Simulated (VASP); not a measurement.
Input:

```yaml
crystal:
  lattice:
    - [0.00000, 2.61924, 2.61924]
    - [2.61924, 0.00000, 2.61924]
    - [2.61924, 2.61924, 0.00000]
  atoms:
    - { symbol: Mg, position: [0.00000, 0.00000, 0.00000] }
    - { symbol: S, position: [0.50000, 0.50000, 0.50000] }
```

All values below come from PBE GGA, VASP's PBE PAW potentials (set 64) (plane waves; VASP). Settings: 300 eV cut-off, 7×7×7 Γ-centred mesh, Fermi-Dirac smearing of 0.020 eV, potentials Mg S.

Estimate the energy per atom (σ→0).

```yaml
energy per atom (σ→0): -4.250 eV/atom
```

Only differences to runs with the same potentials and settings are physical.

The structure comes from a computed database's MgS entry; how it stands against other phases isn't given here. The cell was not relaxed at this level.
